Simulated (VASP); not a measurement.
All values below come from PBEsol GGA, VASP's PBE PAW potentials (set 64) (plane waves; VASP 6.6.1). For the alloy's cell: Numerical set-up: 400 eV cut-off, 8×8×15 Γ-centred mesh, tetrahedra with Blöchl corrections, potentials Rh_pv Pd.

| end member | E (eV/atom) | V (Å³/atom) | gap (eV) |
|---|---|---|---|
| Pd (fcc) | -5.9608 | 14.51 | 0.00 |
| Rh (fcc) | -8.1373 | 13.45 | 0.00 |

An ordered cell with a fraction 0.50 of the second end member relaxes to

```yaml
crystal:
  lattice:
    - [0.02461, 3.80716, 3.80716]
    - [3.83177, 0.00000, 3.83177]
    - [1.91589, 1.91589, 0.00000]
  atoms:
    - { symbol: Rh, position: [0.00000, 0.00000, 0.00000] }
    - { symbol: Rh, position: [0.00000, 0.50000, 0.00000] }
    - { symbol: Pd, position: [0.50000, 0.00000, 0.00000] }
    - { symbol: Pd, position: [0.50000, 0.50000, 0.00000] }
```

Question: Estimate the mixing energy, the deviation from a linear volume and the gap.

Answer: Its energy is -6.9677 eV/atom, so the mixing energy is 81 meV/atom. The volume of 13.93 Å³/atom lies -0.3 % from the linear mean. The cell is without a gap at this level.
